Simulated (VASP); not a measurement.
Output of a VASP run:

**OSZICAR**
```
       N       E                     dE             d eps       ncg     rms          rms(c)
DAV:   1     0.380304214041E+03    0.38030E+03   -0.20348E+04  1632   0.294E+03
DAV:   2     0.368402845837E+02   -0.34346E+03   -0.32900E+03  1608   0.493E+02
DAV:   3    -0.166335550436E+02   -0.53474E+02   -0.52007E+02  2232   0.223E+02
DAV:   4    -0.182038724665E+02   -0.15703E+01   -0.15648E+01  1988   0.388E+01
DAV:   5    -0.182265897992E+02   -0.22717E-01   -0.22711E-01  1954   0.418E+00    0.106E+01
DAV:   6    -0.171941626669E+02    0.10324E+01   -0.20670E+01  2318   0.102E+02    0.797E+00
DAV:   7    -0.160364781079E+02    0.11577E+01   -0.48850E+00  2116   0.715E+01    0.211E+00
DAV:   8    -0.160436928963E+02   -0.72148E-02   -0.52208E-01  2390   0.675E+00    0.914E-01
DAV:   9    -0.160256007051E+02    0.18092E-01   -0.27759E-02  2082   0.312E+00    0.273E-01
DAV:  10    -0.160250706939E+02    0.53001E-03   -0.12318E-02  2464   0.211E+00    0.136E-01
DAV:  11    -0.160248309101E+02    0.23978E-03   -0.11248E-03  2542   0.712E-01    0.299E-02
DAV:  12    -0.160248367711E+02   -0.58611E-05   -0.17448E-04  2184   0.161E-01    0.106E-02
DAV:  13    -0.160248364051E+02    0.36605E-06   -0.84150E-06  1884   0.358E-02
   1 F= -.16024836E+02 E0= -.16024690E+02  d E =-.160248E+02
```

OUTCAR:
```
------------------------ aborting loop because EDIFF is reached ----------------------------------------
  FORCE on cell =-STRESS in cart. coord.  units (eV):
  Direction    XX          YY          ZZ          XY          YZ          ZX
  --------------------------------------------------------------------------------------
  Total       -0.0202503     -0.0202503      0.0153845     -0.0000000      0.0000000      0.0000000
  in kB       -0.7311712     -0.7311713      0.5554836     -0.0000000      0.0000000      0.0000000
  external PRESSURE =      -0.3022863 kB  Pullay stress =       0.0000000 kB
  volume of cell :       44.37
      direct lattice vectors                 reciprocal lattice vectors
     2.753649388  0.000000000  0.000000000     0.363154439  0.209667303  0.000000000
    -1.376824694  2.384730441  0.000000000     0.000000000  0.419334606  0.000000000
     0.000000000  0.000000000  6.757322936     0.000000000  0.000000000  0.147987599
 POSITION                                       TOTAL-FORCE (eV/Angst)
 -----------------------------------------------------------------------------------
     -0.00000      1.58982      0.31493         0.000000     -0.000000      0.001451
      1.37683      0.79491      3.69359        -0.000000      0.000000      0.001451
     -0.00000      1.58982      2.21907         0.000000      0.000000     -0.001451
      1.37683      0.79491      5.59773        -0.000000     -0.000000     -0.001451
 -----------------------------------------------------------------------------------
    total drift:                               -0.002442      0.001410     -0.000856
  FREE ENERGIE OF THE ION-ELECTRON SYSTEM (eV)
  ---------------------------------------------------
  free  energy   TOTEN  =       -16.0248364051 eV

  energy  without entropy=      -16.0245443656  energy(sigma->0) =      -16.02469039

 reached required accuracy - stopping structural energy minimisation
```
(Selected blocks of OUTCAR.)

### POSCAR
```
CuF
1
    2.7536493881    -0.0000000000     0.0000000000
   -1.3768246940     2.3847304414     0.0000000000
    0.0000000000     0.0000000000     6.7573229362
Cu F
2 2
Direct
  0.3333330000   0.6666670000   0.0466056226
  0.6666670000   0.3333330000   0.5466056226
  0.3333330000   0.6666670000   0.3283943774
  0.6666670000   0.3333330000   0.8283943774
```

Question: Write an INCAR and KPOINTS that could have produced this output.

Answer: Several could match; the one computed here: the input of the run itself, PBEsol GGA, plane waves, VASP's PBE PAW potentials (set 64).

File KPOINTS:
```
K-points
0
G
9 9 4
0 0 0
```

**INCAR**
```
ALGO  =  Normal
EDIFF  =  1E-6
EDIFFG  =  -0.02
ENCUT  =  620
GGA  =  PS
IBRION  =  2
ISIF  =  3
ISMEAR  =  0
LASPH  =  T
LCHARG  =  F
LMAXMIX  =  4
LREAL  =  F
LWAVE  =  F
NELM  =  100
NSW  =  40
PREC  =  Accurate
SIGMA  =  0.05
SYSTEM  =  CuF
```

POTCAR, in this order: Cu F (PBE.64 set). Program: vasp_std.

The structure was generated: CuF was put into the wurtzite type (P6_3mc), which need not be its known phase. It was relaxed first, which changed the volume by +7 %.
